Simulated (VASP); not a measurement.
Method: PBE GGA, VASP's PBE PAW potentials (set 64) (plane waves; VASP).

A VASP calculation is set up with these files.

File KPOINTS:
```
Automatic mesh
0
Gamma
9 9 1
0 0 0
```

File POSCAR:
```
PtSe2
1
    3.6192560000     0.0000000000     0.0000000000
   -1.8096280000     3.1343680000     0.0000000000
    0.0000000000     0.0000000000    16.9820380000
Pt Se
1 2
Direct
  0.0000000000   0.0000000000   0.5000000000
  0.3333330000   0.6666670000   0.5878000000
  0.6666670000   0.3333330000   0.4122000000
```

**INCAR**
```
! general
SYSTEM =PtSe2
PREC   =Accurate
ENCUT  =300   ! plane-wave cut-off (eV)
LREAL  =.FALSE.
LASPH  =.TRUE.   ! aspherical one-centre terms

! electronic loop
EDIFF  =1E-6   ! SCF stop (eV)
NELM   =100   ! most electronic steps
ALGO   =Normal
LMAXMIX=6   ! l cut-off of mixed one-centre charges

! smearing
ISMEAR =0   ! Gaussian
SIGMA  =0.136   ! width (eV)

! functional
GGA    =PE

! ions
ISIF   =2   ! forces and stress, cell fixed

! output
LWAVE  =.FALSE.
LCHARG =.FALSE.
```

POTCAR, in this order: Pt Se (PBE.64 set). Program: vasp_std.

Output of the run:

### OSZICAR
```
       N       E                     dE             d eps       ncg     rms          rms(c)
DAV:   1     0.129912028347E+03    0.12991E+03   -0.62258E+03   360   0.728E+02
DAV:   2    -0.390647265904E+01   -0.13382E+03   -0.13048E+03   527   0.173E+02
DAV:   3    -0.147568220843E+02   -0.10850E+02   -0.10675E+02   458   0.598E+01
DAV:   4    -0.149043804206E+02   -0.14756E+00   -0.14743E+00   465   0.801E+00
DAV:   5    -0.149071812371E+02   -0.28008E-02   -0.28006E-02   509   0.102E+00    0.115E+01
DAV:   6    -0.143095392104E+02    0.59764E+00   -0.46490E+00   388   0.223E+01    0.693E+00
DAV:   7    -0.141141962200E+02    0.19534E+00   -0.11788E+00   416   0.118E+01    0.314E+00
DAV:   8    -0.140869050493E+02    0.27291E-01   -0.79942E-02   493   0.258E+00    0.733E-01
DAV:   9    -0.140845666605E+02    0.23384E-02   -0.16959E-02   479   0.133E+00    0.230E-01
DAV:  10    -0.140845088178E+02    0.57843E-04   -0.34229E-03   493   0.529E-01    0.776E-02
DAV:  11    -0.140844907578E+02    0.18060E-04   -0.13688E-04   444   0.134E-01    0.369E-02
DAV:  12    -0.140844968360E+02   -0.60783E-05   -0.63248E-05   437   0.455E-02    0.191E-02
DAV:  13    -0.140845012892E+02   -0.44532E-05   -0.17814E-05   486   0.402E-02    0.604E-03
DAV:  14    -0.140845300109E+02   -0.28722E-04   -0.10122E-05   388   0.141E-02    0.683E-03
DAV:  15    -0.140845478456E+02   -0.17835E-04   -0.60504E-06   437   0.931E-03    0.257E-03
DAV:  16    -0.140845687231E+02   -0.20878E-04   -0.15470E-06   370   0.781E-03    0.148E-03
DAV:  17    -0.140845879064E+02   -0.19183E-04   -0.59392E-07   341   0.368E-03    0.105E-03
DAV:  18    -0.140845981895E+02   -0.10283E-04   -0.26834E-07   320   0.255E-03    0.475E-04
DAV:  19    -0.140846009126E+02   -0.27231E-05   -0.65465E-08   341   0.120E-03    0.169E-04
DAV:  20    -0.140846017732E+02   -0.86051E-06   -0.26053E-08   341   0.517E-04
   1 F= -.14084602E+02 E0= -.14084601E+02  d E =-.117702E-05
```

**OUTCAR**
```
------------------------ aborting loop because EDIFF is reached ----------------------------------------
  FORCE on cell =-STRESS in cart. coord.  units (eV):
  Direction    XX          YY          ZZ          XY          YZ          ZX
  --------------------------------------------------------------------------------------
  Total       -0.1083457     -0.1083457     -3.5480709     -0.0000000     -0.0000000     -0.0000000
  in kB       -0.9010793     -0.9010795    -29.5082718     -0.0000000     -0.0000000     -0.0000000
  external PRESSURE =     -10.4368102 kB  Pullay stress =       0.0000000 kB
  volume of cell :      192.65
      direct lattice vectors                 reciprocal lattice vectors
     3.619256000  0.000000000  0.000000000     0.276299880  0.159521792  0.000000000
    -1.809628000  3.134368000  0.000000000     0.000000000  0.319043584  0.000000000
     0.000000000  0.000000000 16.982038000     0.000000000  0.000000000  0.058885747
 POSITION                                       TOTAL-FORCE (eV/Angst)
 -----------------------------------------------------------------------------------
      0.00000      0.00000      8.49102        -0.000000      0.000000      0.000000
     -0.00000      2.08958      9.98204        -0.000000      0.000000     -1.164894
      1.80963      1.04479      7.00000         0.000000     -0.000000      1.164894
 -----------------------------------------------------------------------------------
    total drift:                                0.000000      0.000000      0.000000
  FREE ENERGIE OF THE ION-ELECTRON SYSTEM (eV)
  ---------------------------------------------------
  free  energy   TOTEN  =       -14.0846017732 eV

  energy  without entropy=      -14.0846005961  energy(sigma->0) =      -14.08460118
```
(Selected blocks of OUTCAR.)

At this cut-off the stress carries a Pulay error, which pulls relaxed volumes low. The cell holds a wide vacuum, so values per volume refer to the whole cell.

The cell is a sheet with vacuum, built from a generated structure.
